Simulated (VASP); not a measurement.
# Ta2CoO6 with LDA + U: from relaxation to properties, part 3 of 8

Aim: relax Ta2CoO6 with LDA + U, compute its properties on that cell and hold them against experiment. The start is a cell from a database of measured crystal structures.

VASP 6.6.1; LDA, DFT+U (Co d 4 eV), spin-polarised from a ferromagnetic start; plane waves and PAW (Ta_pv, Co, O).

Still holding for the runs below: The magnetic state follows from one typed start and may not be the lowest.

So far, gap on the k-mesh (eV): step 2 (relaxing cell and atoms (LDA + U)) 2.56. The relaxed cell has a = 4.700, c = 9.013 Å (conventional setting).

### 3. Second relaxation

The basis stayed that of the start cell while the cell moved. A rerun from the cell reached resets it; the error of the finite cutoff stays.

Contents of INCAR:

```
SYSTEM = Ta2CoO6
PREC = Accurate
ENCUT = 520
EDIFF = 1E-06
NELM = 100
ISMEAR = 0
SIGMA = 0.05
LREAL = .FALSE.
ALGO = Normal
GGA = CA
NBANDS = 97
ISPIN = 2
MAGMOM = 0 0 0 0 2 2 0 0 0 0 0 0 0 0 0 0 0 0
LDAU = .TRUE.
LDAUTYPE = 2
LDAUL = -1 2 -1
LDAUU = 0 4 0
LDAUJ = 0 0 0
LDAUPRINT = 1
LASPH = .TRUE.
LMAXMIX = 4
LORBIT = 11
LWAVE = .FALSE.
LCHARG = .FALSE.
KPAR = 8
IBRION = 2
NSW = 60
ISIF = 3
EDIFFG = -0.01
```

Contents of POSCAR:

```
Ta2CoO6
1.0
    4.7003239479      0.0000000000      0.0000000000
    0.0000000000      4.7003239479      0.0000000000
    0.0000000000      0.0000000000      9.0126409397
Ta Co O
4 2 12
Direct
    0.0000000000      0.0000000000      0.3307378044
    0.5000000000      0.5000000000      0.8307378044
    0.5000000000      0.5000000000      0.1692621956
    0.0000000000      0.0000000000      0.6692621956
    0.0000000000      0.0000000000      0.0000000000
    0.5000000000      0.5000000000      0.5000000000
    0.3074280485      0.3074280485      0.0000000000
    0.1925719515      0.8074280485      0.5000000000
    0.6925719515      0.6925719515      0.0000000000
    0.8074280485      0.1925719515      0.5000000000
    0.2966538642      0.2966538642      0.3267843514
    0.2033461358      0.7966538642      0.8267843514
    0.7033461358      0.7033461358      0.3267843514
    0.7966538642      0.2033461358      0.8267843514
    0.7966538642      0.2033461358      0.1732156486
    0.7033461358      0.7033461358      0.6732156486
    0.2033461358      0.7966538642      0.1732156486
    0.2966538642      0.2966538642      0.6732156486
```

Contents of KPOINTS:

```
Automatic mesh
0
Gamma
5 5 3
0 0 0
```

PAW data sets: Ta_pv, Co and O (LDA family, release 64).

The run is started by

```console
> mpirun -np 8 vasp_std
```

Log:

```text
[banner, memory and clock lines left out]
running    8 mpi-ranks, on    1 nodes
 distrk:  each k-point on    1 cores,    8 groups
 distr:  one band on    1 cores,    1 groups

 POSCAR found type information on POSCAR TaCoO
 POSCAR found :  3 types and      18 ions
 [... a notice as in an earlier step ...]

 [... a notice as in an earlier step ...]

 LDA part: xc-table for (Slater(with rela. corr.)+CA(PZ))
 , standard interpolation
 POSCAR, INCAR and KPOINTS ok, starting setup
 FFT: planning ... GRIDC
 FFT: planning ... GRID_SOFT
 FFT: planning ... GRID
 WAVECAR not read
 entering main loop
       N       E                     dE             d eps       ncg     rms          rms(c)
DAV:   1     0.153345397498E+04    0.15335E+04   -0.65421E+04  4672   0.149E+03
DAV:   2    -0.109979951974E+01   -0.15346E+04   -0.14131E+04  4864   0.443E+02
DAV:   3    -0.196766578136E+03   -0.19567E+03   -0.18610E+03  5119   0.163E+02
DAV:   4    -0.204895536136E+03   -0.81290E+01   -0.79774E+01  5600   0.358E+01
DAV:   5    -0.205119832612E+03   -0.22430E+00   -0.22359E+00  6344   0.599E+00    0.788E+01
DAV:   6    -0.176611886208E+03    0.28508E+02   -0.13485E+02  6656   0.656E+01    0.422E+01
DAV:   7    -0.175773700247E+03    0.83819E+00   -0.19457E+01  6239   0.529E+01    0.291E+01
DAV:   8    -0.176333524944E+03   -0.55982E+00   -0.42170E+00  6272   0.941E+00    0.124E+01
DAV:   9    -0.176224849135E+03    0.10868E+00   -0.60139E-01  6560   0.100E+01    0.271E+00
DAV:  10    -0.176267785385E+03   -0.42936E-01   -0.24355E-01  5672   0.211E+00    0.795E-01
DAV:  11    -0.176272515428E+03   -0.47300E-02   -0.16189E-02  5896   0.110E+00    0.436E-01
DAV:  12    -0.176276483053E+03   -0.39676E-02   -0.43098E-03  6576   0.499E-01    0.193E-01
DAV:  13    -0.176277043075E+03   -0.56002E-03   -0.17856E-03  6280   0.267E-01    0.947E-02
DAV:  14    -0.176277255894E+03   -0.21282E-03   -0.30597E-04  6328   0.111E-01    0.469E-02
DAV:  15    -0.176277303003E+03   -0.47108E-04   -0.10144E-04  6264   0.575E-02    0.222E-02
DAV:  16    -0.176277309639E+03   -0.66360E-05   -0.17002E-05  6216   0.304E-02    0.125E-02
DAV:  17    -0.176277310725E+03   -0.10863E-05   -0.22353E-06  4336   0.881E-03    0.636E-03
DAV:  18    -0.176277310898E+03   -0.17315E-06   -0.74383E-07  3248   0.430E-03
   1 F= -.17627731E+03 E0= -.17627731E+03  d E =-.176277E+03  mag=     6.0000
 curvature:   0.00 expect dE= 0.000E+00 dE for cont linesearch  0.000E+00
 trial: gam= 0.00000 g(F)=  0.261E-04 g(S)=  0.688E-04 ort = 0.000E+00 (trialstep = 0.100E+01)
 search vector abs. value=  0.949E-04
 bond charge predicted
       N       E                     dE             d eps       ncg     rms          rms(c)
DAV:   1    -0.176277604778E+03   -0.29405E-03   -0.14379E-02  4992   0.606E-01    0.181E-01
DAV:   2    -0.176277357111E+03    0.24767E-03   -0.12703E-03  5480   0.191E-01    0.964E-02
DAV:   3    -0.176277304771E+03    0.52340E-04   -0.10826E-04  6544   0.738E-02    0.491E-02
DAV:   4    -0.176277300200E+03    0.45706E-05   -0.25533E-05  6624   0.345E-02    0.166E-02
DAV:   5    -0.176277299314E+03    0.88598E-06   -0.92666E-07  3384   0.117E-02
   2 F= -.17627730E+03 E0= -.17627730E+03  d E =0.115837E-04  mag=     6.0000
 trial-energy change:    0.000012  1 .order    0.000024   -0.000095    0.000143
 step:   0.4768(harm=  0.3996)  dis= 0.00023  next Energy=  -176.277335 (dE=-0.239E-04)
 bond charge predicted
       N       E                     dE             d eps       ncg     rms          rms(c)
DAV:   1    -0.176277413032E+03   -0.11283E-03   -0.38917E-03  4920   0.310E-01    0.949E-02
DAV:   2    -0.176277347561E+03    0.65472E-04   -0.34290E-04  5352   0.961E-02    0.497E-02
DAV:   3    -0.176277333355E+03    0.14205E-04   -0.30114E-05  6528   0.386E-02    0.235E-02
DAV:   4    -0.176277332325E+03    0.10303E-05   -0.66423E-06  6304   0.193E-02    0.929E-03
DAV:   5    -0.176277332112E+03    0.21316E-06   -0.22616E-07  2872   0.516E-03
   3 F= -.17627733E+03 E0= -.17627733E+03  d E =-.212136E-04  mag=     6.0000
 curvature:  -0.20 expect dE=-0.281E-05 dE for cont linesearch -0.960E-10
 trial: gam= 0.14870 g(F)=  0.108E-04 g(S)=  0.354E-05 ort = 0.215E-06 (trialstep = 0.895E+00)
 search vector abs. value=  0.165E-04
 reached required accuracy - stopping structural energy minimisation
```

Elapsed: 3 min, on 8 MPI ranks of Intel Xeon Platinum 8259CL at 2.50GHz (Skylake/Cascade Lake), shared host; peak memory 3.9 GiB; 24 min of CPU time.

Parts of OUTCAR (step 3):

```text
  LATTYP: Found a simple tetragonal cell.
 ALAT       =     4.7003239479
 C/A-ratio  =     1.9174510182

 Found     12 irreducible k-points:

   ENCUT  =  520.0 eV  38.22 Ry    6.18 a.u.   8.74  8.74 16.76*2*pi/ulx,y,z

   NELECT =     134.0000    total number of electrons

atom =   5  type =  2  l = 2

 onsite density matrix

spin component  1

  0.9931  0.0000 -0.0266  0.0000 -0.0000
  0.0000  0.9924  0.0000 -0.0244  0.0000
 -0.0266  0.0000  0.9839  0.0000 -0.0000
  0.0000 -0.0244  0.0000  0.9924  0.0000
 -0.0000  0.0000 -0.0000  0.0000  0.9697

spin component  2

  0.5934  0.0000  0.3935  0.0000 -0.0000
  0.0000  0.5597  0.0000  0.3985  0.0000
  0.3935  0.0000  0.5031  0.0000  0.0000
  0.0000  0.3985  0.0000  0.5597  0.0000
 -0.0000  0.0000  0.0000  0.0000  0.0438

 occupancies and eigenvectors

  o =  0.0438  v =  0.0000  0.0000  0.0000  0.0000  0.0000  0.0000 -0.0000 -0.0000  0.0000  1.0000      0.0000  0.0000  0.0000  0.0000  0.0000  0.0000  0.0000  0.0000  0.0000  0.0000
  o =  0.1521  v =  0.0000  0.0000  0.0000  0.0000  0.0000 -0.6656  0.0000  0.7463 -0.0000  0.0000      0.0000  0.0000  0.0000  0.0000  0.0000  0.0000  0.0000  0.0000  0.0000  0.0000
  o =  0.1613  v =  0.0000  0.0000  0.0000  0.0000  0.0000  0.0000  0.7071 -0.0000 -0.7071  0.0000      0.0000  0.0000  0.0000  0.0000  0.0000  0.0000  0.0000  0.0000  0.0000  0.0000
  o =  0.9443  v =  0.0000  0.0000  0.0000  0.0000  0.0000 -0.7463 -0.0000 -0.6656 -0.0000 -0.0000      0.0000  0.0000  0.0000  0.0000  0.0000  0.0000  0.0000  0.0000  0.0000  0.0000
  o =  0.9582  v =  0.0000  0.0000  0.0000  0.0000  0.0000 -0.0000  0.7071 -0.0000  0.7071  0.0000      0.0000  0.0000  0.0000  0.0000  0.0000  0.0000  0.0000  0.0000  0.0000  0.0000
  o =  0.9615  v = -0.6441  0.0000 -0.7649  0.0000 -0.0000  0.0000  0.0000  0.0000  0.0000  0.0000      0.0000  0.0000  0.0000  0.0000  0.0000  0.0000  0.0000  0.0000  0.0000  0.0000
  o =  0.9680  v =  0.0000  0.7071  0.0000  0.7071 -0.0000  0.0000  0.0000  0.0000  0.0000  0.0000      0.0000  0.0000  0.0000  0.0000  0.0000  0.0000  0.0000  0.0000  0.0000  0.0000
  o =  0.9697  v =  0.0000  0.0000 -0.0000  0.0000  1.0000  0.0000  0.0000  0.0000  0.0000  0.0000      0.0000  0.0000  0.0000  0.0000  0.0000  0.0000  0.0000  0.0000  0.0000  0.0000
  o =  1.0155  v = -0.7649  0.0000  0.6441  0.0000  0.0000  0.0000  0.0000  0.0000  0.0000  0.0000      0.0000  0.0000  0.0000  0.0000  0.0000  0.0000  0.0000  0.0000  0.0000  0.0000
  o =  1.0168  v =  0.0000  0.7071 -0.0000 -0.7071  0.0000  0.0000  0.0000  0.0000  0.0000  0.0000      0.0000  0.0000  0.0000  0.0000  0.0000  0.0000  0.0000  0.0000  0.0000  0.0000

atom =   6  type =  2  l = 2

 onsite density matrix

spin component  1

  0.9931  0.0000  0.0266  0.0000  0.0000
  0.0000  0.9924  0.0000  0.0244  0.0000
  0.0266  0.0000  0.9839  0.0000 -0.0000
  0.0000  0.0244  0.0000  0.9924  0.0000
  0.0000  0.0000 -0.0000  0.0000  0.9697

spin component  2

  0.5934  0.0000 -0.3935  0.0000 -0.0000
  0.0000  0.5597  0.0000 -0.3985  0.0000
 -0.3935  0.0000  0.5031  0.0000 -0.0000
  0.0000 -0.3985  0.0000  0.5597  0.0000
 -0.0000  0.0000 -0.0000  0.0000  0.0438

 occupancies and eigenvectors

  o =  0.0438  v =  0.0000  0.0000  0.0000  0.0000  0.0000 -0.0000 -0.0000 -0.0000 -0.0000 -1.0000      0.0000  0.0000  0.0000  0.0000  0.0000  0.0000  0.0000  0.0000  0.0000  0.0000
  o =  0.1521  v =  0.0000  0.0000  0.0000  0.0000  0.0000 -0.6656  0.0000 -0.7463  0.0000  0.0000      0.0000  0.0000  0.0000  0.0000  0.0000  0.0000  0.0000  0.0000  0.0000  0.0000
  o =  0.1613  v =  0.0000  0.0000  0.0000  0.0000  0.0000  0.0000  0.7071  0.0000  0.7071 -0.0000      0.0000  0.0000  0.0000  0.0000  0.0000  0.0000  0.0000  0.0000  0.0000  0.0000
  o =  0.9443  v =  0.0000  0.0000  0.0000  0.0000  0.0000 -0.7463 -0.0000  0.6656  0.0000 -0.0000      0.0000  0.0000  0.0000  0.0000  0.0000  0.0000  0.0000  0.0000  0.0000  0.0000
  o =  0.9582  v =  0.0000  0.0000  0.0000  0.0000  0.0000 -0.0000  0.7071  0.0000 -0.7071 -0.0000      0.0000  0.0000  0.0000  0.0000  0.0000  0.0000  0.0000  0.0000  0.0000  0.0000
  o =  0.9615  v = -0.6441  0.0000  0.7649 -0.0000  0.0000  0.0000  0.0000  0.0000  0.0000  0.0000      0.0000  0.0000  0.0000  0.0000  0.0000  0.0000  0.0000  0.0000  0.0000  0.0000
  o =  0.9680  v = -0.0000 -0.7071  0.0000  0.7071  0.0000  0.0000  0.0000  0.0000  0.0000  0.0000      0.0000  0.0000  0.0000  0.0000  0.0000  0.0000  0.0000  0.0000  0.0000  0.0000
  o =  0.9697  v =  0.0000  0.0000 -0.0000 -0.0000  1.0000  0.0000  0.0000  0.0000  0.0000  0.0000      0.0000  0.0000  0.0000  0.0000  0.0000  0.0000  0.0000  0.0000  0.0000  0.0000
  o =  1.0155  v = -0.7649 -0.0000 -0.6441 -0.0000  0.0000  0.0000  0.0000  0.0000  0.0000  0.0000      0.0000  0.0000  0.0000  0.0000  0.0000  0.0000  0.0000  0.0000  0.0000  0.0000
  o =  1.0168  v =  0.0000 -0.7071  0.0000 -0.7071 -0.0000  0.0000  0.0000  0.0000  0.0000  0.0000      0.0000  0.0000  0.0000  0.0000  0.0000  0.0000  0.0000  0.0000  0.0000  0.0000

 E-fermi :   3.5154

 spin component 1
 k-point     1 :       0.0000    0.0000    0.0000
  band No.  band energies     occupation
    ...
     66       2.1998      1.00000
     67       2.1998      1.00000
     68       2.8802      1.00000
     69       3.1875      1.00000
     70       3.1875      1.00000
     71       5.9187      0.00000
     72       6.1210      0.00000
     73       6.8013      0.00000
     74       6.8832      0.00000
     75       7.0406      0.00000
    ...

 k-point     2 :       0.2000    0.0000    0.0000
  band No.  band energies     occupation
    ...
     66       2.1896      1.00000
     67       2.7163      1.00000
     68       2.8508      1.00000
     69       2.8967      1.00000
     70       3.0462      1.00000
     71       5.9140      0.00000
     72       6.2454      0.00000
     73       6.7007      0.00000
     74       6.9356      0.00000
     75       7.0646      0.00000
    ...

 k-point     3 :       0.4000    0.0000    0.0000
  band No.  band energies     occupation
    ...
     66       2.2830      1.00000
     67       2.7779      1.00000
     68       2.8082      1.00000
     69       2.8292      1.00000
     70       3.1013      1.00000
     71       6.0777      0.00000
     72       6.4605      0.00000
     73       6.4853      0.00000
     74       6.6666      0.00000
     75       7.0600      0.00000
    ...

 k-point     4 :       0.2000    0.2000    0.0000
  band No.  band energies     occupation
    ...
     66       2.1800      1.00000
     67       2.5584      1.00000
     68       2.7589      1.00000
     69       2.8893      1.00000
     70       3.0044      1.00000
     71       6.0372      0.00000
     72       6.3644      0.00000
     73       6.7537      0.00000
     74       6.8426      0.00000
     75       7.0152      0.00000
    ...

  Total        0.0038436      0.0038436     -0.0359424      0.0000000      0.0000000      0.0000000
  in kB        0.0309171      0.0309171     -0.2891132      0.0000000      0.0000000      0.0000000
  external PRESSURE =      -0.0757596 kB  Pullay stress =       0.0000000 kB

  energy-cutoff  :      520.00
  volume of cell :      199.18
      direct lattice vectors                 reciprocal lattice vectors
     4.700988613  0.000000000  0.000000000     0.212721213  0.000000000  0.000000000
     0.000000000  4.700988613  0.000000000     0.000000000  0.212721213  0.000000000
     0.000000000  0.000000000  9.013036389     0.000000000  0.000000000  0.110950401

 POSITION                                       TOTAL-FORCE (eV/Angst)
 -----------------------------------------------------------------------------------
      0.00000      0.00000      2.98118         0.000000      0.000000     -0.001712
      2.35049      2.35049      7.48770         0.000000      0.000000     -0.001712
      2.35049      2.35049      1.52533         0.000000      0.000000      0.001712
      0.00000      0.00000      6.03185         0.000000     -0.000000      0.001712
      0.00000      0.00000      0.00000         0.000000      0.000000      0.000000
      2.35049      2.35049      4.50652         0.000000      0.000000      0.000000
      1.44524      1.44524      0.00000         0.002954      0.002954      0.000000
      0.90525      3.79573      4.50652        -0.002954      0.002954      0.000000
      3.25575      3.25575      0.00000        -0.002954     -0.002954      0.000000
      3.79573      0.90525      4.50652         0.002954     -0.002954      0.000000
      1.39450      1.39450      2.94533        -0.001763     -0.001763     -0.003394
      0.95599      3.74500      7.45184         0.001763     -0.001763     -0.003394
      3.30649      3.30649      2.94533         0.001763      0.001763     -0.003394
      3.74500      0.95599      7.45184        -0.001763      0.001763     -0.003394
      3.74500      0.95599      1.56119        -0.001763      0.001763      0.003394
      3.30649      3.30649      6.06771         0.001763      0.001763      0.003394
      0.95599      3.74500      1.56119         0.001763     -0.001763      0.003394
      1.39450      1.39450      6.06771        -0.001763     -0.001763      0.003394
 -----------------------------------------------------------------------------------
    total drift:                                0.000000      0.000000      0.000000

  FREE ENERGIE OF THE ION-ELECTRON SYSTEM (eV)
  ---------------------------------------------------
  free  energy   TOTEN  =      -176.2773321117 eV

  energy  without entropy=     -176.2773321117  energy(sigma->0) =     -176.27733211

 total charge
# of ion       s       p       d       tot
------------------------------------------
    1        0.364   6.380   2.132   8.876
    2        0.364   6.380   2.132   8.876
    3        0.364   6.380   2.132   8.876
    4        0.364   6.380   2.132   8.876
    5        0.310   0.418   7.164   7.892
    6        0.310   0.418   7.164   7.892
    7        1.555   3.502   0.000   5.058
    8        1.555   3.502   0.000   5.058
    9        1.555   3.502   0.000   5.058
   10        1.555   3.502   0.000   5.058
   11        1.555   3.524   0.000   5.079
   12        1.555   3.524   0.000   5.079
   13        1.555   3.524   0.000   5.079
   14        1.555   3.524   0.000   5.079
   15        1.555   3.524   0.000   5.079
   16        1.555   3.524   0.000   5.079
   17        1.555   3.524   0.000   5.079
   18        1.555   3.524   0.000   5.079
--------------------------------------------------
tot         20.736  68.561  22.855 112.152

[... 7 parts as in an earlier step ...]

[... 10 further parts left out ...]
```

CONTCAR:

```
Ta2CoO6
   1.00000000000000
     4.7009886134936290    0.0000000000000000    0.0000000000000000
     0.0000000000000000    4.7009886134936290    0.0000000000000000
     0.0000000000000000    0.0000000000000000    9.0130363891438776
  Ta              Co              O
     4     2    12
Direct
     0.0000000000000000    0.0000000000000000    0.3307636341491960
     0.5000000000000000    0.5000000000000000    0.8307636341491961
     0.5000000000000000    0.5000000000000000    0.1692363658508040
     0.0000000000000000    0.0000000000000000    0.6692363658508039
     0.0000000000000000    0.0000000000000000    0.0000000000000000
     0.5000000000000000    0.5000000000000000    0.5000000000000000
     0.3074331901437503    0.3074331901437503    0.0000000000000000
     0.1925668098562497    0.8074331901437503    0.5000000000000000
     0.6925668098562497    0.6925668098562497    0.0000000000000000
     0.8074331901437503    0.1925668098562497    0.5000000000000000
     0.2966403632774047    0.2966403632774047    0.3267850620607893
     0.2033596367225953    0.7966403632774047    0.8267850620607894
     0.7033596367225953    0.7033596367225953    0.3267850620607893
     0.7966403632774047    0.2033596367225953    0.8267850620607894
     0.7966403632774047    0.2033596367225953    0.1732149379392107
     0.7033596367225953    0.7033596367225953    0.6732149379392106
     0.2033596367225953    0.7966403632774047    0.1732149379392107
     0.2966403632774047    0.2966403632774047    0.6732149379392106
```

Little changed from the start: no atom moved by 0.005 Å and no cell edge by 0.1 %.

This step gave:

```yaml
free_energy_toten: -176.2773 eV
fermi_energy: 3.515 eV
pressure: -0.007576 GPa
scf_cycles_over_all_ionic_steps: 28
least_direct_gap_on_the_k_mesh: 2.557 eV
```

It ends with a largest force of 0.004 eV/Å and a pressure of -0.01 GPa. The volume moved by only 0.03 %, so the volume is settled.

(Part 3 of 8 ends here.)

[Lines on the potential files, build, host, timing and source positions are cut from VASP's logs without a mark.]

[Logs are printed without paths, hosts, clocks, repeated set-up lines and the standing remarks that a program may print on its own settings, such as how far it seeks lower states.]

[Hosts, paths, dates, database ids (printed as entryN), source tags and the programs' standing remarks are cut or masked in the printed files.]

[A measured line is paired with the nearest computed mode of its activity, which favours agreement.]
